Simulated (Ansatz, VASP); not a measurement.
# TaN in two plane-wave programs, part 2 of 2

Wanted: the spread between two codes on one cell, functional and k mesh. The cell is taken from a series of runs on this material, whose earlier steps may have relaxed, scaled, displaced or heated it; both programs get it as it stands.

VASP 6.6.1 and Ansatz 0.2.0.

So far: The starting structure; VASP: zone-centre phonons, PBEsol, pair 1.

## 3. Ansatz: zone-centre phonons, PBEsol, pair 1

Level of this step: Ansatz beside VASP: Kohn-Sham DFT, plane waves, PBEsol (Ansatz).

Ansatz runs on its PAW soft_1 files.

The same cell, functional, mesh and smearing now go to Ansatz, which takes its cutoff from its data sets.

The input, input.yaml:

```yaml
crystal:
  lattice:
    - [0.0, 2.1835710708, 2.2092676618]
    - [2.1835710708, 0.0, 2.2092676618]
    - [2.1835710708, 2.1835710708, 0.0]
  atoms:
    - { symbol: "N", position: [0.0, 0.0, 0.0] }
    - { symbol: Ta, position: [0.5, 0.5, 0.5] }
kpoints:
  mp_grid: { grid: [16, 16, 16] }
hamiltonian:
  xc: pbesol
  pseudopotentials: { kind: paw, azcp: { folder: soft_1 }, xc_functional: pbe }
scf:
  occupations: { method: methfessel_paxton, width: 0.2 }
output:
  eigenvalues: true
phonons:
  method: dfpt
```

On the command line:

```bash
ansatz run input.yaml --threads 4 --pin off --max-ram 10240MiB --backend cpu --events-out ev --progress --plain --runs-dir out
```

Numbers of over 12 decimals in the logs are rounded to 6 here.

Log:

```text
zone centre: on kpoints.mp_grid the ground state, and the responses unless they are solved on pairs of k-points, stand on 621 of the mesh's 4096 k-points, reduced under 8 symmetry operations, with k and −k counted as one. Each operation leaves every solved displacement unchanged or reverses it
Engine: ansatz 0.2.0, aarch64-unknown-linux-gnu
Pseudopotentials: kind: paw
Pseudopotential: N, paw, valence charge 5, recommended cutoff 420 eV (normal), soft_1/N.paw.azcp
Pseudopotential: Ta, paw, valence charge 13, recommended cutoff 420 eV (normal), soft_1/Ta.paw.azcp
Functional definition: PBEsol
  exchange = pbesol_x
  correlation = pbesol_c
Crystal: 2 atoms, lattice volume = 21.067 Å³
Basis set: ecut = 420 eV, 411 PW (Γ), exchange–correlation on 48×48×48 points (8 copies of the dense FFT grid, shifted against one another)
Bands: 13, of which v1, the nominal top of the filled ones, is band 9 counted from 1 (8 counted from 0)
Symmetry: 16 space group operations
k-points: 621 of 4096 (irreducible under 8 space group operations)
Non-local potential: N, projectors of the file, l = 0: 2, l = 1: 2, l = 2: 1
Non-local potential: Ta, projectors of the file, l = 0: 3, l = 1: 2, l = 2: 2, l = 3: 1
PAW form: soft (Blöchl's): semilocal exchange-correlation on the pseudo side does not see the compensation charge
PAW frozen core: N, regenerated for the run's functional, and the local potential with it (the file was generated under x = pbe(κ = 0.804, μ = 0.219515), c = pbe(β = 0.066725))
PAW frozen core: Ta, regenerated for the run's functional, and the local potential with it (the file was generated under x = pbe(κ = 0.804, μ = 0.219515), c = pbe(β = 0.066725))
PAW one-centre angular grid: N, 110 points (default); XC on 64 Gauss nodes
PAW one-centre angular grid: Ta, 590 points (default); XC on 64 Gauss nodes
Initial density: superposition of atomic densities (chi_scale 0.1, normalization cell, long waves kept (reshape's long-wave potential 0.00 eV rms))
Initial wavefunctions: pseudopotential atomic-orbital guess
Functional: x = pbesol(κ = 0.804, μ = 0.123457), c = pbesol(β = 0.046)
SCF iter   1: F=—  HF=-10188.061754 eV  |F-HF|=—  |Δ(HF+E_count)|=         —  Δρ=4.77e-2  dr2=4.65e-1  ethr=3.10e-3  ⟨swp⟩=5.0  Hψ=86060  notcnv=0
automatic band count: the SCF goes on with 17 bands, as 13 were too few: the levels above may hold too much charge
preconditioner: auto → none  [metal: Δε(μ)=0.008 eV  Ē_g=15.905 eV  σ=0.200 eV  W_gap=0.03  n_scr=8 (ndim 8)  ℏωp=25.6 eV  f_vac=0.000  D(μ)=0.96/eV (n_scr^D=10)  sad-step TF]
SCF iter   2: F=—  HF=-10188.036600 eV  |F-HF|=—  |Δ(HF+E_count)|=   2.52e-2  S|Δr|=    0.00e0  Δρ=3.40e-2  dr2=2.74e-1  ethr=2.59e-3  ⟨swp⟩=1.0  Hψ=15525  notcnv=0
SCF iter   3: F=—  HF=-10187.975544 eV  |F-HF|=—  |Δ(HF+E_count)|=   6.11e-2  S|Δr|=    0.00e0  Δρ=3.06e-3  dr2=4.24e-4  ethr=1.52e-3  ⟨swp⟩=2.4  Hψ=13918  notcnv=0
SCF iter   4: F=—  HF=-10187.975848 eV  |F-HF|=—  |Δ(HF+E_count)|=   3.04e-4  S|Δr|=    0.00e0  Δρ=5.81e-4  dr2=8.27e-5  ethr=2.36e-6  ⟨swp⟩=2.6  Hψ=18455  notcnv=0  defer=640
SCF iter   5: F=—  HF=-10187.975834 eV  |F-HF|=—  |Δ(HF+E_count)|=   1.39e-5  S|Δr|=    0.00e0  Δρ=4.05e-5  dr2=2.18e-7  ethr=4.60e-7  ⟨swp⟩=2.0  Hψ=11134  notcnv=0  defer=640
SCF iter   6: F=—  HF=-10187.975833 eV  |F-HF|=—  |Δ(HF+E_count)|=   6.31e-7  S|Δr|=    0.00e0  Δρ=3.90e-6  dr2=1.72e-9  ethr=1.21e-9  ⟨swp⟩=2.3  Hψ=13520  notcnv=0  defer=717
SCF iter   7: F=—  HF=-10187.975833 eV  |F-HF|=—  |Δ(HF+E_count)|=  1.67e-10  S|Δr|=    0.00e0  Δρ=6.11e-7  dr2=5.87e-11  ethr=9.56e-12  ⟨swp⟩=2.1  Hψ=14350  notcnv=0  defer=723
SCF iter   8: F=-10187.975833 eV  HF=-10187.975833 eV  |F-HF|=1.09e-11  |Δ(HF+E_count)|=  1.82e-11  S|Δr|=    0.00e0  Δρ=5.00e-8  dr2=1.55e-13  ethr=1.00e-12  ⟨swp⟩=9.1  Hψ=47206  notcnv=0
SCF 1 converged in 8 iterations: F = -10187.975833 eV  dr2 = 1.55e-13
  greatest PAW one-centre occupation: 0.999 electrons in one spin orbital (limit 2), on the Ta atom at site 1 (counted from 0), in its partial waves of l = 0
DFPT response loops at Γ: preconditioner auto → Kerker (q_TF=auto, 2.658 Å⁻¹) (partly filled bands, converged f_vac=0.000); β = 1.00, the filter's whole step (`scf.mixing.beta` (0.50) is not read by the response loops under this deck's `scf.mixing.preconditioner`; to damp them name `kerker` or `kerker_dos`, under which they read `scf.mixing.beta`, and type it under 1.00, their step now; both keys bind the ground state too); Broyden in place of MSR1
SCF converged after 8 iterations
Stability not checked: this state was not tested for a lower state beside it, because cold or Methfessel-Paxton smearing, or corrected tetrahedra, fill the levels in a way that the test cannot read (fill_not_monotonic; see scf.lower_state_search)
Free energy (F): -10187.975833 eV
Harris-Foulkes:  -10187.975833 eV  (|F-HF|=1.09e-11)
Internal energy: -10187.973799 eV  (E = F + TS)
E sigma→0 (E₀):  -10187.975325 eV
Entropy (-TS):   -0.002035 eV (-1.017 meV/atom)
Fermi energy:    21.623976 eV
--- Per-component energies (eV) ---
  E_band       = -45.086583
  E_kinetic    = 525.199542
  E_local      = -564.414214  (includes V_loc(G=0)·N_el)
  E_nonlocal   = 26.452659
  E_hartree    = 201.725107
  E_xc         = -379.222524
  E_vxc        = -310.512363  (∫ρ·V_xc dr)
  E_paw        = -8304.676522  (= ΣΔE_a)
  E_vpaw       = -125.263323  (= ΣTr[D̂ρ^β])
  E_aug_tail   = 0.000905  (compensation charges beyond the density's cutoff)
  E_ewald      = -1693.280562
  E_core_change = 0.241812  (= ΣΔE_core)
  E_smearing   = -0.002035  (= −TS)
  E_closure    = 0.000000  (closes the sum)
  Σ components = -10187.975833   (vs F -10187.975833, Δ=0.00e0)
--- Band table (eV; the first three rows and the last of 621) ---
  k-point 0: bands = [... 5 lower, 17.7586, 17.8105, 17.8105, 19.3948, 19.5411, 19.5411, 21.5679, 21.7630, ... 4 higher]
  k-point 1: bands = [... 5 lower, 17.2724, 17.4290, 17.4654, 19.5865, 19.6953, 19.7478, 21.9642, 22.1654, ... 4 higher]
  k-point 2: bands = [... 5 lower, 16.2295, 16.7094, 16.7482, 19.9746, 20.0586, 20.0817, 22.9250, 23.1420, ... 4 higher]
  k-point 620: bands = [... 5 lower, 14.9034, 16.0937, 17.0283, 17.0283, 23.7694, 25.2720, 25.2720, 26.2805, ... 4 higher]
--- Phonons (Γ-DFPT): 4 representative perturbations + reference, on 621 of 4096 k-points (Σ response iterations 12) ---
  k mesh reduced under 8 symmetry operations, with k and −k counted as one. Each operation leaves every solved displacement unchanged or reverses it
  ASR residual: 1.930e-5 → 0.000e0 eV/Å²; symmetrization residual: 8.490e-7 eV/Å²
  ASR residual per site (eV/Å²): 9.65e-6 1.93e-5
  Γ frequencies (cm⁻¹): 0.00 0.00 0.00 368.02 414.43 414.43
  non-analytic LO–TO correction: not included (Born effective charges unavailable; polar crystals: no LO–TO splitting at Γ)
```

The column dr2 measures how far the density is from self-consistency, as an energy; F and HF (Harris–Foulkes) agree once it is small.

## 4. Comparison

Known differences besides the potentials themselves: the data sets hold 18 valence electrons in Ansatz (on its PAW soft_1 files) and 16 in VASP; the cutoff is 420 eV in Ansatz and 600 eV in VASP; Ansatz makes its cores anew for this functional, VASP keeps those of its PBE data sets. Total energies have different zeros and are not compared.

Compared:

```csv
quantity,Ansatz,VASP,difference
optical mode 1 (cm⁻¹),368.0,368.5,-0.12 %
optical mode 2 to 3 (cm⁻¹),414.4,415.6,-0.29 %
```

Modes are paired by rising frequency, not by their patterns, so a pair may set unlike modes beside each other; they are those without the splitting of longitudinal modes.

## 5. Ansatz: zone-centre phonons, PBEsol, pair 2

Second derivatives magnify differences that forces hide, and they need a tight electronic threshold. The cell compared in this pair holds 21.21 Å³, against 21.07 Å³ for the pair before.

The cell is taken from a series of runs on this material, whose earlier steps may have relaxed, scaled, displaced or heated it; both programs get it as it stands.

input.yaml, the sections that differ from step 3:

```yaml
crystal:
  lattice:
    - [0.0, 2.1800010856, 2.231141599]
    - [2.1800010856, 0.0, 2.231141599]
    - [2.1800010856, 2.1800010856, 0.0]
  atoms:
    - { symbol: "N", position: [0.0, 0.0, 0.0] }
    - { symbol: Ta, position: [0.5, 0.5, 0.5] }
# kpoints, hamiltonian, scf, output, phonons: as in step 3
```

Log:

```text
[...]
Crystal: 2 atoms, lattice volume = 21.207 Å³
Basis set: ecut = 420 eV, 411 PW (Γ), exchange–correlation on 48×48×48 points (8 copies of the dense FFT grid, shifted against one another)
Bands: 13, of which v1, the nominal top of the filled ones, is band 9 counted from 1 (8 counted from 0)
Symmetry: 16 space group operations
k-points: 621 of 4096 (irreducible under 8 space group operations)
[...]
k-point 2: bands = [... 5 lower, 16.0957, 16.5652, 16.6379, 19.7799, 19.9546, 19.9666, 22.5914, 23.0641, ... 4 higher]
  k-point 620: bands = [... 5 lower, 14.6861, 15.9974, 16.9254, 16.9254, 23.5896, 25.0764, 25.0764, 26.0336, ... 4 higher]
[...]
ASR residual: 1.332e-5 → 0.000e0 eV/Å²; symmetrization residual: 1.051e-6 eV/Å²
  ASR residual per site (eV/Å²): 1.33e-5 2.94e-6
  Γ frequencies (cm⁻¹): 0.00 0.00 0.00 326.81 421.43 421.43
[...]
[key lines of the parts left out:]
SCF converged after 8 iterations
Free energy (F): -10187.963529 eV
Fermi energy:    21.473717 eV
```

## 6. VASP: zone-centre phonons, PBEsol, pair 2

The same cell, functional, mesh and smearing now go to VASP, with its own data sets.

The input, INCAR:

```
SYSTEM = TaN
PREC = Accurate
ENCUT = 600
EDIFF = 1E-08
NELM = 120
ISMEAR = 1
SIGMA = 0.2
LREAL = .FALSE.
ALGO = Normal
GGA = PS
NBANDS = 14
LASPH = .TRUE.
LORBIT = 11
LWAVE = .FALSE.
LCHARG = .FALSE.
ISIF = 2
IBRION = 8
GGA_COMPAT = .FALSE.
KPAR = 2
```

The input, POSCAR:

```
TaN
1.0
    0.0000000000      2.1800010856      2.2311415990
    2.1800010856      0.0000000000      2.2311415990
    2.1800010856      2.1800010856      0.0000000000
N Ta
1 1
Direct
    0.0000000000      0.0000000000      0.0000000000
    0.5000000000      0.5000000000      0.5000000000
```

The input, KPOINTS:

```
Automatic mesh
0
Gamma
16 16 16
0 0 0
```

The projector-augmented-wave data sets are N and Ta_pv (PBE family, release 64).

On the command line:

```bash
mpirun -np 2 vasp_std
```

Log:

```text
[banner, memory and clock lines left out]
running    2 mpi-ranks, on    1 nodes
[...]
[... a notice as in an earlier step ...]

 LDA part: xc-table for (Slater+PW92), standard interpolation
 POSCAR, INCAR and KPOINTS ok, starting setup
[...]
entering main loop
       N       E                     dE             d eps       ncg     rms          rms(c)
DAV:   1     0.967875685991E+02    0.96788E+02   -0.96968E+03  9778   0.135E+03
DAV:   2    -0.225523129972E+02   -0.11934E+03   -0.11217E+03 11966   0.342E+02
DAV:   3    -0.259702252607E+02   -0.34179E+01   -0.33777E+01 11356   0.547E+01
DAV:   4    -0.259894038720E+02   -0.19179E-01   -0.19173E-01 11290   0.412E+00
[...]
DAV:  13    -0.231972135789E+02    0.11118E-06   -0.12957E-07 10732   0.314E-03    0.540E-04
DAV:  14    -0.231972135615E+02    0.17418E-07   -0.41732E-09  8156   0.851E-04    0.383E-04
DAV:  15    -0.231972135563E+02    0.51671E-08   -0.83341E-10  5696   0.417E-04
   1 F= -.23197214E+02 E0= -.23196826E+02  d E =-.116319E-02
[...]
RMM:  11    -0.163810734406E+00   -0.18887E-07   -0.80599E-08 37397   0.991E-05    0.873E-06
RMM:  12    -0.163810723953E+00    0.10453E-07   -0.33396E-08 33966   0.540E-05    0.834E-07
RMM:  13    -0.163810733459E+00   -0.95063E-08   -0.15450E-08 33442   0.285E-05    0.963E-07
 first order change of Fermi-energy   0.27411E-03
 force on displaced ion       2 direction 1 :  -8.543   0.000   0.000
 Linear response progress:
  Degree of freedom:   4/  4
       N       E                     dE             d eps       ncg     rms          rms(c)
RMM:   1    -0.137911581109E+00   -0.13791E+00    0.11518E+01 10378   0.243E+01
RMM:   2    -0.165995342384E+00   -0.28084E-01   -0.26747E-02 15336   0.149E+00    0.101E-01
RMM:   3    -0.165355375168E+00    0.63997E-03   -0.19790E-03 17824   0.281E-01    0.471E-02
RMM:   4    -0.164911656357E+00    0.44372E-03   -0.15407E-04 19141   0.833E-02    0.188E-02
[...]
RMM:  11    -0.164701027920E+00   -0.16391E-07   -0.16819E-07 20968   0.785E-05    0.501E-06
RMM:  12    -0.164701010392E+00    0.17527E-07   -0.87780E-08 18946   0.416E-05    0.183E-06
RMM:  13    -0.164701011557E+00   -0.11648E-08   -0.44812E-08 18024   0.230E-05    0.758E-07
 first order change of Fermi-energy   0.59574E-03
 force on displaced ion       2 direction 3 :   0.000   0.000  -5.113
 Linear response finished
```

OUTCAR, selected parts (step 6):

```text
  Total        0.1467011      0.1467011     -1.4943795      0.0000000      0.0000000      0.0000000
  in kB       11.0834121     11.0834121   -112.9018201      0.0000000      0.0000000      0.0000000
  external PRESSURE =     -30.2449986 kB  Pullay stress =       0.0000000 kB

 POSITION                                       TOTAL-FORCE (eV/Angst)
 -----------------------------------------------------------------------------------
      0.00000      0.00000      0.00000        -0.000000     -0.000000      0.000000
      2.18000      2.18000      2.23114         0.000000      0.000000     -0.000000
 -----------------------------------------------------------------------------------
    total drift:                                0.000000      0.000000      0.000000

[... 1 part as in an earlier step ...]

[... 1 further part left out ...]
```

## 7. Comparison

What differs besides the data sets and the points named for the pairs above, as far as they apply: the data sets hold 18 valence electrons in Ansatz (on its PAW soft_1 files) and 16 in VASP. Total energies have different zeros and are not compared.

The two programs side by side:

```
                  quantity  Ansatz   VASP  difference
     optical mode 1 (cm⁻¹)   326.8  327.0     -0.06 %
optical mode 2 to 3 (cm⁻¹)   421.4  422.8     -0.32 %
```

Modes are paired by rising frequency, not by their patterns, so a pair may set unlike modes beside each other; they are those without the splitting of longitudinal modes.

## 8. Summary of results

| Quantity | Value |
| --- | --- |
| r.m.s. difference of the optical zone-centre modes, each program's sorted by frequency (zone-centre phonons, PBEsol, pair 1) | 1.0 cm⁻¹ |
| r.m.s. difference of the optical zone-centre modes, each program's sorted by frequency (zone-centre phonons, PBEsol, pair 2) | 1.1 cm⁻¹ |

The r.m.s. difference of the optical zone-centre modes, each program's sorted by frequency is 1.0 cm⁻¹ (zone-centre phonons, PBEsol, pair 1). The data sets hold unlike numbers of valence electrons (18 in Ansatz and 16 in VASP), so part of the differences comes from the potentials. Such differences can come from data sets, numerical settings and the points named under the comparisons, not from the functional's error against experiment.

[Lines on the potential files, build, host, timing and source positions are cut from VASP's logs without a mark.]

[Logs are printed without paths, hosts, clocks, repeated set-up lines and the standing remarks that a program may print on its own settings, such as how far it seeks lower states.]

[Hosts, paths, dates, database ids (printed as entryN), source tags and the programs' standing remarks are cut or masked in the printed files.]
